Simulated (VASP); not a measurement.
Output of a VASP run:

File OSZICAR:
```
       N       E                     dE             d eps       ncg     rms          rms(c)
DAV:   1    -0.158426245667E+03   -0.15843E+03   -0.30296E+03    48   0.651E+02
DAV:   2    -0.190789080222E+03   -0.32363E+02   -0.32363E+02    48   0.177E+02
DAV:   3    -0.191836267369E+03   -0.10472E+01   -0.10472E+01    80   0.250E+01
DAV:   4    -0.191847355293E+03   -0.11088E-01   -0.11090E-01    64   0.233E+00
DAV:   5    -0.441131569605E+00    0.19141E+03   -0.18734E+00    48   0.211E+01    0.428E-01
DAV:   6    -0.466843352765E+00   -0.25712E-01   -0.77362E-02    88   0.279E+00    0.653E-01
DAV:   7    -0.466841856205E+00    0.14966E-05   -0.81064E-04    96   0.257E-01    0.375E-01
DAV:   8    -0.466502504833E+00    0.33935E-03   -0.53718E-04    72   0.243E-01    0.179E-01
DAV:   9    -0.466448612056E+00    0.53893E-04   -0.20580E-04    80   0.134E-01    0.828E-02
DAV:  10    -0.466445123848E+00    0.34882E-05   -0.39275E-05    80   0.549E-02    0.405E-02
DAV:  11    -0.466446202453E+00   -0.10786E-05   -0.68417E-06    80   0.188E-02    0.218E-02
DAV:  12    -0.466447117182E+00   -0.91473E-06   -0.10539E-06    40   0.731E-03
   1 F= -.46644712E+00 E0= -.45940433E+00  d E =-.211284E-01
```

**OUTCAR**
```
------------------------ aborting loop because EDIFF is reached ----------------------------------------
  FORCE on cell =-STRESS in cart. coord.  units (eV):
  Direction    XX          YY          ZZ          XY          YZ          ZX
  --------------------------------------------------------------------------------------
  Total        0.1155416      0.1155416      0.1155416      0.0000000      0.0000000     -0.0000000
  in kB        2.3701536      2.3701536      2.3701536      0.0000000      0.0000000     -0.0000000
  external PRESSURE =       2.3701536 kB  Pullay stress =       0.0000000 kB
  volume of cell :       78.10
      direct lattice vectors                 reciprocal lattice vectors
    -2.692800000  2.692800000  2.692800000     0.000000000  0.185680333  0.185680333
     2.692800000 -2.692800000  2.692800000     0.185680333  0.000000000  0.185680333
     2.692800000  2.692800000 -2.692800000     0.185680333  0.185680333  0.000000000
 POSITION                                       TOTAL-FORCE (eV/Angst)
 -----------------------------------------------------------------------------------
      0.00000      0.00000      0.00000         0.000000     -0.000000      0.000000
 -----------------------------------------------------------------------------------
    total drift:                                0.000030      0.000003     -0.000012
  FREE ENERGIE OF THE ION-ELECTRON SYSTEM (eV)
  ---------------------------------------------------
  free  energy   TOTEN  =        -0.4664471172 eV

  energy  without entropy=       -0.4453187479  energy(sigma->0) =       -0.45940433

  exchange ACFDT corr.  =         0.00000000  see jH, gK, PRB 81, 115126
```
(Selected blocks of OUTCAR.)

### POSCAR
```
K
1
   -2.6928000000     2.6928000000     2.6928000000
    2.6928000000    -2.6928000000     2.6928000000
    2.6928000000     2.6928000000    -2.6928000000
K
1
Direct
  0.0000000000   0.0000000000   0.0000000000
```

Question: Write an INCAR and KPOINTS that could have produced this output.

Answer: One answer among several that fit: the input of the run itself, HSE06 screened hybrid, plane waves, VASP's PBE PAW potentials (set 64).

File KPOINTS:
```
Automatic mesh
0
Gamma
2 2 2
0 0 0
```

**INCAR**
```
SYSTEM = K
HFSCREEN = 0.2   # 1/Angstrom
PRECFOCK = Fast
GGA = PE   # PBE
LWAVE = .FALSE.
ISYM = 3
NELM = 100   # most electronic steps
EDIFF = 1E-6   # SCF stop (eV)
LCHARG = .FALSE.
SIGMA = 0.1
ALGO = Normal
ISIF = 2   # forces and stress, cell fixed
LASPH = .TRUE.   # aspherical one-centre terms
ENCUT = 400
LREAL = .FALSE.
AEXX = 0.25
ISMEAR = 1   # Methfessel-Paxton
LHFCALC = .TRUE.
PREC = Accurate
```

POTCAR, in this order: K_sv (PBE.64 set). Program: vasp_std.

The compound is K in the bcc structure. The cell was not relaxed at this level. The k-mesh is coarse (spacing up to 0.82 per Å, 2π included), so the numbers may not be converged in it.
